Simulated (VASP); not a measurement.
The input files of a VASP run:

### INCAR
```
ALGO=Normal
EDIFF=1E-6
EDIFFG=-0.02
ENCUT=400
GGA=PS
IBRION=2
ISIF=3
ISMEAR=0
LASPH=.TRUE.
LCHARG=.FALSE.
LMAXMIX=4
LREAL=.FALSE.
LWAVE=.FALSE.
NELM=100
NSW=60
PREC=Accurate
SIGMA=0.05
SYSTEM=MoSeS
```

File KPOINTS:
```
kpoints
0
Gamma
 7 7 2
```

File POSCAR:
```
MoSeS
1
    3.2041151835     0.0000000000    -0.0000000000
   -1.6020575917     2.7748448722    -0.0000000000
   -0.0000000000    -0.0000000000    13.1432128511
Mo Se S
2 2 2
Direct
  0.0000000000   0.0000000000   0.2597638846
  0.0000000000   0.0000000000   0.7402361154
  0.6666670000   0.3333330000   0.8695723942
  0.3333330000   0.6666670000   0.1304276058
  0.3333330000   0.6666670000   0.3757433842
  0.6666670000   0.3333330000   0.6242566158
```

POTCAR, in this order: Mo_sv Se S (PBE.64 set). Program: vasp_std.

Question: Write an equivalent input for Ansatz.

Answer: One equivalent input (not run):
Ansatz 0.2 input:
```yaml
crystal:
  lattice:
    - [3.2041152, 0.0000000, 0.0000000]
    - [-1.6020576, 2.7748449, 0.0000000]
    - [0.0000000, 0.0000000, 13.1432129]
  atoms:
    - { symbol: Mo, position: [0.0000000, 0.0000000, 0.2597639] }
    - { symbol: Mo, position: [0.0000000, 0.0000000, 0.7402361] }
    - { symbol: Se, position: [0.6666670, 0.3333330, 0.8695724] }
    - { symbol: Se, position: [0.3333330, 0.6666670, 0.1304276] }
    - { symbol: S, position: [0.3333330, 0.6666670, 0.3757434] }
    - { symbol: S, position: [0.6666670, 0.3333330, 0.6242566] }
kpoints:
  mp_grid: { grid: [7, 7, 2] }
hamiltonian:
  xc: pbesol
  pseudopotentials: { kind: paw }
scf:
  occupations: { method: gaussian, width: 0.05 }
  max_iter: 100
relax:
  max_steps: 60
  f_tol: 0.02
  cell: {}
output: { forces: true, stress: true, eigenvalues: true }
```
The two are equivalent in intent, not identical: each code has its own PAW files, so the cut-off isn't converted (ENCUT is set for VASP's; basis.ecutwfc is left out, and Ansatz then takes the one that its files recommend); Ansatz stops its SCF on the density residual and VASP on the energy change (EDIFF).

The structure comes from a computed database's MoSeS entry (P-3m1); how it stands against other phases isn't given here. It was relaxed first, which changed the volume by -6 %. The start is the result of an earlier pass.
